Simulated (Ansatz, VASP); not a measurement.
This is a calculation of Cs3Pt for Ansatz 0.2.0.

File input.yaml:

```yaml
crystal:
  lattice:
    - [5.777653, 0.0, 0.0]
    - [0.0, 5.777653, 0.0]
    - [0.0, 0.0, 5.777653]
  atoms:
    - { symbol: Pt, position: [0.5, 0.5, 0.5] }
    - { symbol: Cs, position: [0.5, 0.0, 0.0] }
    - { symbol: Cs, position: [0.0, 0.5, 0.0] }
    - { symbol: Cs, position: [0.0, 0.0, 0.5] }
hamiltonian:
  xc: pbe
  pseudopotentials: { kind: paw }
kpoints:
  mp_grid: { grid: [5, 5, 5] }
scf:
  occupations: { method: fermi_dirac, width: 0.05 }
output:
  forces: true
  stress: true
  eigenvalues: true
```

Potentials or basis: Ansatz PAW.

Command:

```console
$ ansatz run input.yaml --threads 2 --pin off --max-ram 5120MiB --backend cpu --events-out ev --progress --plain --runs-dir out
```

Task: Translate it to VASP 6.6.1. Potentials there: VASP PAW PBE potentials, release 64 (Pt, Cs_sv).

Result: As run (the cutoff follows the program's own potentials):

Contents of INCAR:

```
SYSTEM = Cs3Pt
ALGO     = Normal         ! electronic algorithm
EDIFF    = 1E-7           ! SCF threshold, eV
ENCUT    = 520            ! plane-wave cutoff, eV
GGA      = PE             ! functional
ISIF     = 2              ! what is computed and relaxed
ISMEAR   = -1             ! smearing method
LASPH    = .TRUE.         ! aspherical terms in the spheres
LCHARG   = .TRUE.         ! write CHGCAR
LELF     = .TRUE.         ! ELF
LREAL    = .FALSE.        ! projectors in reciprocal space
LVHAR    = .TRUE.       
LWAVE    = .FALSE.        ! write WAVECAR
NBANDS   = 26             ! bands
NELM     = 60             ! most SCF steps
PREC     = Accurate       ! precision mode
SIGMA    = 0.05           ! smearing width, eV
```

File KPOINTS:

```
k-points
0
G
  5 5 5
  0 0 0
```

File POSCAR:

```
Cs3Pt
1.0
    5.7776530000      0.0000000000      0.0000000000
    0.0000000000      5.7776530000      0.0000000000
    0.0000000000      0.0000000000      5.7776530000
Pt Cs
1 3
Direct
    0.5000000000      0.5000000000      0.5000000000
    0.5000000000      0.0000000000      0.0000000000
    0.0000000000      0.5000000000      0.0000000000
    0.0000000000      0.0000000000      0.5000000000
```

Potentials or basis: VASP PAW PBE potentials, release 64 (Pt, Cs_sv).

Launch:

```bash
$ cat potpaw_PBE.64/Pt/POTCAR potpaw_PBE.64/Cs_sv/POTCAR > POTCAR
$ mpirun -np 1 vasp_std > vasp.out
```

Both were run:

|  | VASP | Ansatz | Ansatz less VASP |
| --- | --- | --- | --- |
| gap on the k mesh at the Fermi level (eV) | none | none | - |
| pressure (GPa) | -0.2 | -0.2 | -0.03 |

A gap of «none» marks a metal or a gap that the smearing closes. The two sets of potentials don't hold the same shells in valence.

Spin-orbit coupling is left out, which matters for the levels of Cs, Pt.
